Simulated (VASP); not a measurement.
Input for VASP

### INCAR
```
ALGO = Normal
EDIFF = 1E-6
EDIFFG = -0.02
ENCUT = 520
IBRION = 2
ISIF = 3
ISMEAR = 0
LASPH = T
LCHARG = F
LMAXMIX = 6
LMIXTAU = T
LREAL = F
LWAVE = F
METAGGA = R2SCAN
NELM = 100
NSW = 60
PREC = Accurate
SIGMA = 0.05
SYSTEM = WSe2
```

POSCAR:
```
WSe2
1.0
  1.6584018049  -2.8724358504   0.0000000000
  1.6584018049   2.8724358504   0.0000000000
  0.0000000000   0.0000000000  13.6664583210
W Se
2 4
Cart
  1.6584018049   0.9574805318   3.4166145803
  1.6584018049  -0.9574805318  10.2498437408
  1.6584018049   0.9574805318  11.9137536605
  1.6584018049  -0.9574805318   5.0805245000
  1.6584018049  -0.9574805318   1.7527046605
  1.6584018049   0.9574805318   8.5859338210
```

File KPOINTS:
```
Automatic mesh
0
Gamma
7 7 2
0 0 0
```

POTCAR, in this order: W_sv Se (PBE.64 set). Program: vasp_std.

Q: Write an equivalent input for Ansatz.

A: One equivalent input (not run):
Ansatz 0.2 input:
```yaml
crystal:
  lattice:
    - [1.6584018, -2.8724359, 0.0000000]
    - [1.6584018, 2.8724359, 0.0000000]
    - [0.0000000, 0.0000000, 13.6664583]
  atoms:
    - { symbol: W, position: [0.3333330, 0.6666670, 0.2500000] }
    - { symbol: W, position: [0.6666670, 0.3333330, 0.7500000] }
    - { symbol: Se, position: [0.3333330, 0.6666670, 0.8717514] }
    - { symbol: Se, position: [0.6666670, 0.3333330, 0.3717514] }
    - { symbol: Se, position: [0.6666670, 0.3333330, 0.1282486] }
    - { symbol: Se, position: [0.3333330, 0.6666670, 0.6282486] }
kpoints:
  mp_grid: { grid: [7, 7, 2] }
hamiltonian:
  xc: r2scan
  pseudopotentials: { kind: paw }
scf:
  occupations: { method: gaussian, width: 0.05 }
  max_iter: 100
relax:
  max_steps: 60
  f_tol: 0.02
  cell: {}
output: { forces: true, stress: true, eigenvalues: true }
```
Limits of the translation: each code has its own PAW files, so the cut-off isn't converted (ENCUT is set for VASP's; basis.ecutwfc is left out, and Ansatz then takes the one that its files recommend); Ansatz stops its SCF on the density residual and VASP on the energy change (EDIFF).

The compound is WSe2 in the 2H layered structure. It was relaxed first, which changed the volume by +8 %. The start is the result of an earlier pass.
